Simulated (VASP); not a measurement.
Data:

```yaml
crystal:
  lattice:
    - [3.04481, 0.00000, 0.00000]
    - [-1.52240, 2.63688, 0.00000]
    - [0.00000, 0.00000, 16.87710]
  atoms:
    - { symbol: Zr, position: [0.66667, 0.33333, 0.50000] }
    - { symbol: H, position: [0.33333, 0.66667, 0.41476] }
    - { symbol: H, position: [0.33333, 0.66667, 0.58524] }
```

Method: PBE GGA, VASP's PBE PAW potentials (set 64) (plane waves; VASP). Run with 300 eV cut-off, 12×12×1 Γ-centred mesh, Fermi-Dirac smearing of 0.10 eV, potentials Zr_sv H.

At this cut-off the stress carries a Pulay error, which pulls relaxed volumes low. The cell holds a wide vacuum, so values per volume refer to the whole cell.

**Question.** Which forces act on the atoms, in eV/Å?

**Answer.** 
```tsv
atom	Fx	Fy	Fz
Zr1	0.000	0.000	0.000
H2	0.000	0.000	0.784
H3	0.000	0.000	-0.784
```

**Question.** Give the stress tensor in GPa (positive for a compressed cell).

**Answer.** 
```
-1.03   0.00   0.00
 0.00  -1.03   0.00
 0.00   0.00  -3.19
```
The pressure is its mean diagonal, -1.75 GPa.

The cell is a sheet with vacuum, built from a generated structure.
